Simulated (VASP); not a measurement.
```yaml
crystal:
  lattice:
    - [0.00000, 2.27000, 2.27000]
    - [2.27000, 0.00000, 2.27000]
    - [2.27000, 2.27000, 0.00000]
  atoms:
    - { symbol: B, position: [0.00000, 0.00000, 0.00000] }
    - { symbol: P, position: [0.25000, 0.25000, 0.25000] }
```

Computed with G0W0 on PBE orbitals, VASP's PBE PAW potentials (set 64) (plane waves; VASP). Run with PREC = Normal, 500 eV cut-off, 4×4×4 Γ-centred mesh, Gaussian smearing of 0.010 eV, potentials B_GW P_GW.

The mesh is coarse and the basis finite, so the quasiparticle values are not converged.

NBANDS = 240, ENCUTGW = 250 eV, NOMEGA = 64. The PBE levels (eV) that the step starts from are:

```csv
state,KS energy,filling
"k1 (0.00, 0.00, 0.00), band 1",-8.31,2
"k1 (0.00, 0.00, 0.00), band 2",7.16,2
"k1 (0.00, 0.00, 0.00), band 3",7.16,2
"k1 (0.00, 0.00, 0.00), band 4",7.16,2
"k1 (0.00, 0.00, 0.00), band 5",10.54,0
"k1 (0.00, 0.00, 0.00), band 6",10.54,0
"k1 (0.00, 0.00, 0.00), band 7",10.54,0
"k1 (0.00, 0.00, 0.00), band 8",14.51,0
"k5 (0.50, 0.25, 0.00), band 1",-4.59,2
"k5 (0.50, 0.25, 0.00), band 2",-0.55,2
"k5 (0.50, 0.25, 0.00), band 3",2.38,2
"k5 (0.50, 0.25, 0.00), band 4",3.97,2
"k5 (0.50, 0.25, 0.00), band 5",9.67,0
"k5 (0.50, 0.25, 0.00), band 6",13.56,0
"k5 (0.50, 0.25, 0.00), band 7",15.27,0
"k5 (0.50, 0.25, 0.00), band 8",15.47,0
"k8 (-0.25, 0.50, 0.25), band 1",-3.18,2
"k8 (-0.25, 0.50, 0.25), band 2",-0.90,2
"k8 (-0.25, 0.50, 0.25), band 3",1.48,2
"k8 (-0.25, 0.50, 0.25), band 4",1.68,2
"k8 (-0.25, 0.50, 0.25), band 5",12.48,0
"k8 (-0.25, 0.50, 0.25), band 6",13.90,0
"k8 (-0.25, 0.50, 0.25), band 7",14.38,0
"k8 (-0.25, 0.50, 0.25), band 8",14.58,0
```

**Question.** Give the quasiparticle energies and renormalisation factors Z.

**Answer.** 
```
state                           QP energy (eV)     Z
------------------------------  --------------  ----
k1 (0.00, 0.00, 0.00), band 1            -9.21  0.73
k1 (0.00, 0.00, 0.00), band 2             6.47  0.79
k1 (0.00, 0.00, 0.00), band 3             6.47  0.79
k1 (0.00, 0.00, 0.00), band 4             6.47  0.79
k1 (0.00, 0.00, 0.00), band 5            10.77  0.78
k1 (0.00, 0.00, 0.00), band 6            10.77  0.78
k1 (0.00, 0.00, 0.00), band 7            10.77  0.78
k1 (0.00, 0.00, 0.00), band 8            14.70  0.76
k5 (0.50, 0.25, 0.00), band 1            -5.40  0.71
k5 (0.50, 0.25, 0.00), band 2            -1.41  0.73
k5 (0.50, 0.25, 0.00), band 3             1.55  0.76
k5 (0.50, 0.25, 0.00), band 4             3.17  0.77
k5 (0.50, 0.25, 0.00), band 5             9.76  0.79
k5 (0.50, 0.25, 0.00), band 6            13.72  0.78
k5 (0.50, 0.25, 0.00), band 7            15.58  0.76
k5 (0.50, 0.25, 0.00), band 8            15.72  0.76
k8 (-0.25, 0.50, 0.25), band 1           -3.96  0.71
k8 (-0.25, 0.50, 0.25), band 2           -1.83  0.72
k8 (-0.25, 0.50, 0.25), band 3            0.65  0.76
k8 (-0.25, 0.50, 0.25), band 4            0.87  0.76
k8 (-0.25, 0.50, 0.25), band 5           12.63  0.78
k8 (-0.25, 0.50, 0.25), band 6           13.96  0.78
k8 (-0.25, 0.50, 0.25), band 7           14.71  0.77
k8 (-0.25, 0.50, 0.25), band 8           14.81  0.76
```
On the mesh the gap opens from 1.32 to 2.01 eV.

The compound is BP in the zinc blende structure. The cell was not relaxed at this level. The k-mesh is coarse (spacing up to 0.60 per Å, 2π included), so the numbers may not be converged in it.
